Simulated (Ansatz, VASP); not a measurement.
# NiO: VASP beside Ansatz, part 2 of 2

Aim: how closely do two programs agree when they are given the same cell, functional and k mesh? The cell is taken from a series of VASP runs on this material, whose earlier steps may have relaxed, scaled or displaced it; both programs get it as it stands.

VASP 6.6.1 and Ansatz 0.2.0.

So far. Step 2 (VASP: single point, PBE, DFT+U): The run ends at a pressure of 1.26 GPa.

## 3. Ansatz: single point, PBE, DFT+U

Level of this step: Ansatz beside VASP: Kohn-Sham DFT, plane waves, PBE, DFT+U (Ansatz).

Ansatz runs on its default PAW (the set named soft_2) files.

The same cell, functional, mesh and smearing now go to Ansatz, which takes its cutoff from its data sets.

File input.yaml:

```yaml
crystal:
  lattice:
    - [0.0, 2.0859016414, 2.0859016414]
    - [2.0859016414, 0.0, 2.0859016414]
    - [4.1718032828, 4.1718032828, 0.0]
  atoms:
    - { symbol: Ni, position: [0.0, 0.0, 0.0], spin: 2.0 }
    - { symbol: Ni, position: [0.0, 0.0, 0.5], spin: -2.0 }
    - { symbol: O, position: [0.5, 0.5, 0.25] }
    - { symbol: O, position: [0.5, 0.5, 0.75] }
hamiltonian:
  xc: pbe
  pseudopotentials: { kind: paw }
  hubbard: { sites: [{ species: Ni, l: d, u_eff: 6.0 }] }
magnetization:
  spin_polarized: true
kpoints:
  mp_grid: { grid: [12, 12, 6] }
scf:
  occupations: { method: fermi_dirac, width: 0.1 }
  n_extra_bands: 9
output:
  forces: true
  stress: true
  eigenvalues: true
  write_density: true
  write_potential: true
  elf: true
  volumetric_format: npy
```

On the command line:

```sh
$ ansatz run input.yaml --threads 2 --pin off --max-ram 4608MiB --backend cpu --events-out ev --progress --plain --runs-dir out
```

Numbers of over 12 decimals in the logs are rounded to 6 here.

The log of the run:

```text
Ni: projections on atomic orbitals take those of the free atom [Ne] 3s2 3p6 3d8 4s2, of charge +0.00 (hamiltonian.pseudopotentials.projection_atoms); the dataset's partial waves leave at most 1.6e-6 of an orbital's norm unspanned inside its sphere
O: projections on atomic orbitals take those of the free atom [He] 2s2 2p4, of charge +0.00 (hamiltonian.pseudopotentials.projection_atoms); the dataset's partial waves leave at most 1.9e-8 of an orbital's norm unspanned inside its sphere
scf.n_extra_bands = 9 over 24 filled bands (N_el = 48.0): the run solves 33 bands
Engine: ansatz 0.2.0, aarch64-unknown-linux-gnu
Pseudopotentials: kind: paw
Pseudopotential: Ni, paw, valence charge 18, recommended cutoff 420 eV (normal), Ni.paw.azcp
Pseudopotential: O, paw, valence charge 6, recommended cutoff 420 eV (normal), O.paw.azcp
Functional definition: PBE
  parameter kappa = 0.804
  parameter beta = 0.066725
  exchange = pbe_x(kappa = kappa, mu = beta*pi^2/3)
  correlation = pbe_c(beta = beta)
Crystal: 4 atoms, lattice volume = 36.303 Å³
Basis set: ecut = 420 eV, 683 PW (Γ), exchange–correlation on 40×40×80 points (8 copies of the dense FFT grid, shifted against one another)
Bands: 33, of which v1, the nominal top of the filled ones, is band 24 counted from 1 (23 counted from 0)
Symmetry: 12 space group operations
Space group: R-3m (ITA 166), of the structure as read, at distance tolerance 3.3e-5 Å
Magnetic group: BNS 166.102 (UNI 1332), of the structure as read, at distance tolerance 3.3e-5 Å
k-points: 98 of 864
Non-local potential: Ni, projectors of the file, l = 0: 3, l = 1: 2, l = 2: 3, l = 3: 1
Non-local potential: O, projectors of the file, l = 0: 2, l = 1: 2, l = 2: 1
PAW form: soft (Blöchl's): semilocal exchange-correlation on the pseudo side does not see the compensation charge
PAW one-centre angular grid: Ni, 590 points (default); XC on 64 Gauss nodes
PAW one-centre angular grid: O, 110 points (default); XC on 64 Gauss nodes
Initial density: superposition of atomic densities (chi_scale 0.1, normalization cell, long waves kept (reshape's long-wave potential 0.00 eV rms))
Starting moments: Σ|m| = 4 μB on 2 of 4 sites
Starting magnetic order: antiferromagnet; a translation exchanges its spin sublattices: spin-degenerate at every k-point
Initial wavefunctions: pseudopotential atomic-orbital guess
Functional: x = pbe(κ = 0.804, μ = 0.219515), c = pbe(β = 0.066725)
SCF iter   1: F=—  HF=-12811.668611 eV  |F-HF|=—  |Δ(HF+E_count)|=         —  Δρ=2.83e-1 (↑2.83e-1 ↓2.83e-1)  dr2=6.08e1  dr2_m=8.58e0  M=0.000 μB ∫|m|=1.029 μB  β_m=0.30  ethr=3.10e-3  ⟨swp⟩=5.2  Hψ=11531  notcnv=0  defer=73
preconditioner: auto → Kerker (q_TF=auto, 2.858 Å⁻¹)  [metal: Δε(μ)=0.012 eV  Ē_g=15.808 eV  σ=0.100 eV  W_gap=0.03  n_scr=16 (ndim 8)  ℏωp=34.9 eV  f_vac=0.000  D(μ)=2.63/eV (n_scr^D=28)]
spin=Collinear: Kerker preconditioning applied to the charge; magnetization (m = ρ↑ − ρ↓) channel mixes plain (no charge-response kernel on spin).
SCF iter   2: F=—  HF=-12805.757837 eV  |F-HF|=—  |Δ(HF+E_count)|=    5.91e0  Δρ=6.18e-2 (↑6.18e-2 ↓6.18e-2)  dr2=9.22e-1  dr2_m=4.28e-1  M=0.000 μB ∫|m|=2.893 μB  β_m=1.00  ethr=3.10e-3  ⟨swp⟩=3.6  Hψ=8132  notcnv=0  defer=153
preconditioner: auto → none  [insulator: Δε(μ)=0.671 eV  Ē_g=14.800 eV  σ=0.100 eV  W_gap=0.87  n_scr=16 (ndim 8)  ℏωp=34.9 eV  f_vac=0.000  D(μ)=0.17/eV (n_scr^D=0)  ε∞_Penn≈6.5]
SCF iter   3: F=—  HF=-12806.818920 eV  |F-HF|=—  |Δ(HF+E_count)|=    1.06e0  Δρ=3.76e-2 (↑3.76e-2 ↓3.76e-2)  dr2=3.94e-1  dr2_m=7.05e-2  M=0.000 μB ∫|m|=3.148 μB  β_m=1.00  ethr=1.92e-3  ⟨swp⟩=3.5  Hψ=7114  notcnv=0  defer=149
SCF iter   4: F=—  HF=-12807.894719 eV  |F-HF|=—  |Δ(HF+E_count)|=    1.08e0  Δρ=1.51e-2 (↑1.51e-2 ↓1.51e-2)  dr2=1.54e-1  dr2_m=5.50e-3  M=0.000 μB ∫|m|=3.200 μB  β_m=1.00  ethr=8.21e-4  ⟨swp⟩=3.0  Hψ=7161  notcnv=0  defer=146
SCF iter   5: F=—  HF=-12808.543429 eV  |F-HF|=—  |Δ(HF+E_count)|=   6.49e-1  Δρ=1.95e-2 (↑1.95e-2 ↓1.95e-2)  dr2=1.70e-1  dr2_m=6.03e-2  M=0.000 μB ∫|m|=3.398 μB  β_m=1.00  ethr=3.20e-4  ⟨swp⟩=3.3  Hψ=6118  notcnv=0  defer=145
SCF iter   6: F=—  HF=-12808.989187 eV  |F-HF|=—  |Δ(HF+E_count)|=   4.46e-1  Δρ=1.42e-2 (↑1.42e-2 ↓1.42e-2)  dr2=2.00e-1  dr2_m=1.01e-2  M=0.000 μB ∫|m|=3.476 μB  β_m=1.00  ethr=3.20e-4  ⟨swp⟩=2.0  Hψ=4374  notcnv=0  defer=145
SCF iter   7: F=—  HF=-12809.233038 eV  |F-HF|=—  |Δ(HF+E_count)|=   2.44e-1  Δρ=5.37e-3 (↑5.37e-3 ↓5.37e-3)  dr2=3.36e-2  dr2_m=7.29e-4  M=0.000 μB ∫|m|=3.490 μB  β_m=0.30  ethr=3.20e-4  ⟨swp⟩=2.4  Hψ=4792  notcnv=0  defer=145
Mixer restart at iter 7: flushing history
spin-set hold released at iteration 7 (site moments contracting): the magnetisation degrees of freedom join the quasi-Newton model from the next iteration; the mixer history was flushed
SCF iter   8: F=—  HF=-12809.396486 eV  |F-HF|=—  |Δ(HF+E_count)|=   1.63e-1  Δρ=2.62e-3 (↑2.62e-3 ↓2.62e-3)  dr2=1.60e-3  dr2_m=1.41e-3  M=0.000 μB ∫|m|=3.499 μB  β_m=0.60  ethr=7.00e-5  ⟨swp⟩=2.1  Hψ=5843  notcnv=0  defer=144
SCF iter   9: F=—  HF=-12809.637669 eV  |F-HF|=—  |Δ(HF+E_count)|=   2.41e-1  Δρ=1.52e-2 (↑1.52e-2 ↓1.52e-2)  dr2=2.04e-1  dr2_m=1.55e-2  M=0.000 μB ∫|m|=3.608 μB  β_m=0.60  ethr=3.34e-6  ⟨swp⟩=2.7  Hψ=7222  notcnv=0  defer=144
SCF iter  10: F=—  HF=-12809.606005 eV  |F-HF|=—  |Δ(HF+E_count)|=   3.17e-2  Δρ=2.90e-3 (↑2.90e-3 ↓2.90e-3)  dr2=9.57e-4  dr2_m=2.43e-3  M=0.000 μB ∫|m|=3.587 μB  β_m=0.80  ethr=3.34e-6  ⟨swp⟩=3.0  Hψ=7398  notcnv=0  defer=144
SCF iter  11: F=—  HF=-12809.607285 eV  |F-HF|=—  |Δ(HF+E_count)|=   1.28e-3  Δρ=1.23e-3 (↑1.23e-3 ↓1.23e-3)  dr2=1.17e-3  dr2_m=3.33e-5  M=0.000 μB ∫|m|=3.587 μB  β_m=0.60  ethr=1.99e-6  ⟨swp⟩=2.0  Hψ=6457  notcnv=0  defer=142
SCF iter  12: F=—  HF=-12809.606841 eV  |F-HF|=—  |Δ(HF+E_count)|=   4.44e-4  Δρ=1.25e-4 (↑1.25e-4 ↓1.25e-4)  dr2=6.44e-6  dr2_m=2.53e-6  M=0.000 μB ∫|m|=3.586 μB  β_m=0.80  ethr=1.99e-6  ⟨swp⟩=2.0  Hψ=4633  notcnv=0  defer=142
SCF iter  13: F=—  HF=-12809.606847 eV  |F-HF|=—  |Δ(HF+E_count)|=   5.56e-6  Δρ=7.23e-5 (↑7.23e-5 ↓7.23e-5)  dr2=6.29e-7  dr2_m=9.91e-7  M=0.000 μB ∫|m|=3.587 μB  β_m=0.90  ethr=1.34e-8  ⟨swp⟩=2.8  Hψ=5605  notcnv=0  defer=142
SCF iter  14: F=—  HF=-12809.606853 eV  |F-HF|=—  |Δ(HF+E_count)|=   5.84e-6  Δρ=2.84e-5 (↑2.84e-5 ↓2.84e-5)  dr2=7.78e-8  dr2_m=1.71e-7  M=0.000 μB ∫|m|=3.587 μB  β_m=0.95  ethr=2.08e-10  ⟨swp⟩=11.5  Hψ=25078  notcnv=0
SCF iter  15: F=-12809.606854 eV  HF=-12809.606854 eV  |F-HF|=2.00e-11  |Δ(HF+E_count)|=   8.91e-7  Δρ=3.84e-6 (↑3.84e-6 ↓3.84e-6)  dr2=4.85e-9  dr2_m=3.35e-9  M=0.000 μB ∫|m|=3.587 μB  ethr=1.62e-10  ⟨swp⟩=9.1  Hψ=21463  notcnv=0
SCF 1 converged in 15 iterations: F = -12809.606854 eV  dr2 = 4.85e-9
  greatest PAW one-centre occupation: 1.002 electrons in one spin orbital (limit 2), on the Ni atom at site 1 (counted from 0), in its partial waves of l = 1
Symmetry: 4 space group operations
k-points: 242 of 864
Initial density: read from a saved state, or passed on in memory by an earlier SCF of this step, an earlier step, the calling program or the single point that the run made first
Starting moments: Σ|m| = 4 μB on 2 of 4 sites; this step starts from the density that it was given
Initial wavefunctions: those read from a saved state, or passed on in memory by an earlier step or the calling program
the translation (0, 0, 0.5) carries every atom to within crystal.symmetry.tolerance of an atom of its element with the starting moment reversed, but both spin channels are solved: the run starts from a saved state that isn't shown to keep it, or this solve from the single point that its walk made first
iter 1 solved again at ethr=1.01e-11 eV; its pass at ethr=2.08e-6 eV (dr2=4.85e-9 eV) is discarded
SCF iter   1: F=—  HF=-12809.606854 eV  |F-HF|=—  |Δ(HF+E_count)|=         —  Δρ=3.84e-6 (↑3.84e-6 ↓3.84e-6)  dr2=4.85e-9  dr2_m=3.35e-9  M=0.000 μB ∫|m|=3.587 μB  ethr=1.01e-11  ⟨swp⟩=1.0  Hψ=71382  notcnv=0
preconditioner: auto → none  [insulator: Δε(μ)=3.150 eV  Ē_g=15.760 eV  σ=0.100 eV  W_gap=1.00  n_scr=16 (ndim 8)  ℏωp=34.9 eV  f_vac=0.000  D(μ)=0.00/eV (n_scr^D=0)  ε∞_Penn≈5.9]
SCF converged after 15 iterations
Magnetization: 0.0000 μB (24.0000 up, 24.0000 down)
Absolute magnetization: 3.5842 μB (∫|ρ↑−ρ↓|, with the PAW one-centre terms)
Spin contamination: 1.9172 ħ² per cell (⟨S²⟩ above its minimum at these occupations)
Per-site moments (μB) at R_I (Å): [(1.660378, 0.860434), (-1.660378, 0.860434), (2.447140378545478e-19, 0.860434), (2.0163145647476673e-17, 0.860434)]
Free energy (F): -12809.606854 eV
Harris-Foulkes:  -12809.606854 eV  (|F-HF|=2.00e-11)
Internal energy: -12809.606854 eV  (E = F + TS)
E sigma→0 (E₀):  -12809.606854 eV
Entropy (-TS):   -0.000000 eV (-0.000 meV/atom)
Fermi energy:    14.779141 eV
--- Per-component energies (eV) ---
  E_band       = -707.612374
  E_kinetic    = 901.537241
  E_local      = -7966.749646  (includes V_loc(G=0)·N_el)
  E_nonlocal   = 1381.093155
  E_hartree    = 3274.434870
  E_xc         = -312.574740
  E_vxc        = -400.968402  (∫ρ·V_xc dr)
  E_hubbard    = 1.710584  (on-site DFT+U / exact-exchange correction)
  E_vhub       = -46.287683  (the Hubbard potential's part of the band-sum identity)
  E_paw        = -3579.466873  (= ΣΔE_a)
  E_vpaw       = -1125.118599  (= ΣTr[D̂ρ^β])
  E_aug_tail   = 0.006375  (compensation charges beyond the density's cutoff)
  E_ewald      = -6509.597820
  E_smearing   = -0.000000  (= −TS)
  E_closure    = -0.000000  (closes the sum)
  Σ components = -12809.606854   (vs F -12809.606854, Δ=0.00e0)
--- Forces (eV/Å), atoms counted from 1 ---
  atom   1  Ni     0.00000000    -0.00000000     0.00000000
  atom   2  Ni     0.00000000    -0.00000000     0.00000000
  atom   3  O     -0.00000000    -0.00000000     0.00000000
  atom   4  O      0.00000000     0.00000000    -0.00000000
  max |Σ_I F_I| component: 2.52e-29 eV/Å
--- Stress (GPa, compression-positive) ---
       11.298134      -0.102874       0.102874
       -0.102874      11.298134       0.102874
        0.102874       0.102874      11.298134
  P = ⅓ Tr σ = 11.2981 GPa (112.981 kbar)
--- Band table (eV; the first three rows and the last of 196) ---
  k-point 0 ↑: bands = [... 20 lower, 12.1227, 12.1267, 12.2772, 12.2772, 16.2743, 17.3327, 17.3327, 20.1926, ... 5 higher]
  k-point 1 ↑: bands = [... 20 lower, 11.8226, 11.8226, 12.6337, 12.6337, 16.8124, 17.2808, 17.2808, 20.1680, ... 5 higher]
  k-point 2 ↑: bands = [... 20 lower, 11.5880, 11.5880, 12.9843, 12.9843, 17.1740, 17.1740, 17.9349, 19.8722, ... 5 higher]
  k-point 97 ↓: bands = [... 20 lower, 10.9678, 11.1598, 11.8878, 12.1933, 17.1428, 17.3001, 23.3764, 23.5803, ... 5 higher]
Occupation matrices written to <dir>
```

It took 16 s on 2 threads of Arm Neoverse V2, shared host; peak memory 1.3 GiB; 31 s of CPU time.

Reading the cycles: dr2 is the Hartree energy of the density residual (eV), the measure of convergence; HF is the Harris–Foulkes estimate of the energy, which meets the free energy F at convergence.

The run ends at a pressure of 11.30 GPa.

## 4. Comparison

Known differences besides the potentials themselves: U acts on the PAW sphere in VASP and on atomic orbitals in Ansatz, so only states and trends compare; the data sets hold 48 valence electrons in Ansatz (default PAW (the set named soft_2) files) and 32 in VASP; the cutoff is 420 eV in Ansatz and 480 eV in VASP; site moments are counted in spheres of each program's own size. Total energies have different zeros and are not compared.

The two programs side by side:

| quantity | Ansatz | VASP | difference |
| --- | --- | --- | --- |
| pressure (GPa) | 11.30 | 1.26 | +10.04 |
| pressure without Ansatz's Pulay correction (GPa) | 10.56 | 1.26 | +9.30 |
| gap on the k mesh (eV) | 3.150 | 3.429 | -0.278 |
| moment on Ni1 (μB) | 1.66 | 1.74 | -0.08 |
| moment on Ni2 (μB) | -1.66 | -1.74 | +0.08 |

A gap on the mesh is an upper bound, since the band edges may lie between its points. Ansatz's pressure holds a Pulay correction of 0.74 GPa; VASP's holds none.

## 5. Summary of results

```json
{
  "difference in gap on the k mesh (single point, PBE, DFT+U)": "-0.28 eV",
  "difference in pressure (single point, PBE, DFT+U)": "10 GPa"
}
```

The difference in pressure is 10 GPa (single point, PBE, DFT+U). How closely two codes agree says nothing of how well the functional describes the real material.

[Lines on the potential files, build, host, timing and source positions are cut from VASP's logs without a mark.]

[Logs are printed without paths, hosts, clocks, repeated set-up lines and the standing remarks that a program may print on its own settings, such as how far it seeks lower states.]

[Hosts, paths, dates, database ids (printed as entryN), source tags and the programs' standing remarks are cut or masked in the printed files.]
